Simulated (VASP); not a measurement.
A run of VASP 6.6.1 is set up as follows.

INCAR

```
PREC = Normal
ENCUT = 520
EDIFF = 1E-4
ISMEAR = 0
SIGMA = 0.15
LREAL = False
LASPH = True
NELM = 60
ALGO = Fast
ISIF = 3
LWAVE = False
LCHARG = False
GGA = PE
IBRION = 2
NSW = 24
EDIFFG = -0.08
```

Contents of KPOINTS:

```
Automatic mesh
0
Gamma
  3 3 2
```

Contents of POSCAR:

```
ZnCd3Se3S
1.0
    6.1541210500      0.0000000000      0.0000000000
   -3.0770605200      5.3296251700      0.0000000000
    0.0000000000      0.0000000000      6.3514834200
Zn Cd Se S
1 3 3 1
Direct
    0.0000000000      0.0000000000      0.0000000000
    0.5000000000      0.0000000000      0.5000000000
    0.0000000000      0.5000000000      0.5000000000
    0.5000000000      0.5000000000      0.5000000000
    0.5000000000      0.0000000000      0.0000000000
    0.0000000000      0.5000000000      0.0000000000
    0.5000000000      0.5000000000      0.0000000000
    0.0000000000      0.0000000000      0.5000000000
```

Potentials or basis: VASP PAW PBE potentials, release 64 (Zn, Cd, Se, S).

Launch:

```sh
$ cat potpaw_PBE.64/Zn/POTCAR potpaw_PBE.64/Cd/POTCAR potpaw_PBE.64/Se/POTCAR potpaw_PBE.64/S/POTCAR > POTCAR
$ mpirun -np 1 vasp_std > vasp.out
```

(1) Predict the relaxed volume.

(2) What does it give for the band gap on the k mesh?

(3) Predict the space group after relaxing (to 0.05 Å).

Answers

(1) 21.82 Å³/atom.

(2) none (metal or under the smearing width).

(3) P6/mmm (No. 191).

Caveat: the k mesh is coarse (spacing up to 0.49 Å⁻¹), so the values aren't converged; the volume moved by over 15 % at a fixed basis, so the end points are rough.
